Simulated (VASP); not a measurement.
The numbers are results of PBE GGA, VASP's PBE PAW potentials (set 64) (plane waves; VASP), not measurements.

The input files of a VASP run:

**POSCAR**
```
TaAs
1
   -1.7325468064     1.7325468064     5.8754851373
    1.7325468064    -1.7325468064     5.8754851373
    1.7325468064     1.7325468064    -5.8754851373
Ta As
2 2
Direct
  0.7491696330   0.7491696330   1.0000000000
  0.4991696330   0.9991696330   0.5000000000
  0.1668303670   0.1668303670   0.0000000000
  0.9168303670   0.4168303670   0.5000000000
```

### INCAR
```
SYSTEM=TaAs
PREC=Accurate; ENCUT=400; LREAL=.False.
LASPH=.True.; ICHARG=11
EDIFF=1E-6; NELM=100; ALGO=Normal
LMAXMIX=6
ISMEAR=0; SIGMA=0.05
GGA=PE
LWAVE=.False.; LCHARG=.False.
```

File KPOINTS:
```
k-points along high-symmetry lines
10
Line-mode
Reciprocal
  0.000000   0.000000   0.000000 ! GAMMA
  0.000000   0.000000   0.500000 ! X

  0.000000   0.000000   0.500000 ! X
  0.250000   0.250000   0.250000 ! P

  0.250000   0.250000   0.250000 ! P
  0.000000   0.500000   0.000000 ! N

  0.000000   0.500000   0.000000 ! N
  0.000000   0.000000   0.000000 ! GAMMA

  0.000000   0.000000   0.000000 ! GAMMA
  0.500000   0.500000  -0.500000 ! M

  0.500000   0.500000  -0.500000 ! M
  0.271812   0.728188  -0.271812 ! S

 -0.271812   0.271812   0.271812 ! S_0
  0.000000   0.000000   0.000000 ! GAMMA

  0.000000   0.000000   0.500000 ! X
 -0.043624   0.043624   0.500000 ! R

  0.500000   0.500000  -0.043624 ! G
  0.500000   0.500000  -0.500000 ! M
```

POTCAR, in this order: Ta_pv As (PBE.64 set). Program: vasp_std. Read from the step before: CHGCAR.

What will the output report for the number of irreducible k-points (NKPTS), largest plane-wave count, number of space-group operations, FFT grid (NGX, NGY, NGZ)?

```yaml
number of irreducible k-points (NKPTS): 90
largest_plane_wave_count: 1294
number_of_space_group_operations: 8
FFT grid (NGX, NGY, NGZ): 42 × 42 × 42
```

The structure was generated: TaAs was put into the NbAs type (I4_1md), which need not be its known phase. It was relaxed first.
